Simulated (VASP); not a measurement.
```
CELL_PARAMETERS angstrom
      3.48087     0.00000     0.00000
     -1.74043     3.01452     0.00000
      0.00000     0.00000     4.85148
ATOMIC_POSITIONS crystal
  Ni 0.00000 0.00000 0.00000
  Ni 0.00000 0.00000 0.50000
  N  0.33333 0.66667 0.25000
  N  0.66667 0.33333 0.75000
```
Starting moments (μB, in the order of the record's atoms Ni Ni N N): 2.0 2.0 0.0 0.0.

The base run (VASP): PBE GGA, plane waves, VASP's PBE PAW potentials (set 64). Numerical set-up: 520 eV cut-off, 7×7×4 Γ-centred mesh, Gaussian smearing of 0.050 eV, potentials Ni N.

One setting is varied; ΔE counts from the base run. The base run took about 40 core-seconds. Costs are core time on shared hosts, one run each; read them as rough ratios.

Pressures at a finite cut-off, here 520 eV, hold a Pulay part, which wasn't tested here.

```
setting           cost over the base run  electronic steps  ΔE (meV/atom)  pressure (GPa)
----------------  ----------------------  ----------------  -------------  --------------
PREC = Low          within a factor of 2                22           -0.4          -37.29
PREC = Normal       within a factor of 2                22            0.0          -37.25
LASPH = .FALSE.     within a factor of 2                21            7.2          -37.19
PREC = Single       within a factor of 2                22           -0.4          -37.25
base run                       reference                22            0.0          -37.25
ADDGRID = .TRUE.    within a factor of 2                22            0.0          -37.25
LREAL = Auto        within a factor of 2                22           -0.1          -37.24
```

Left out are runs that failed, have no time on record or changed the cell.

The structure was generated: NiN was put into the NiAs type (P6_3/mmc), which need not be its known phase. The cell was not relaxed at this level.
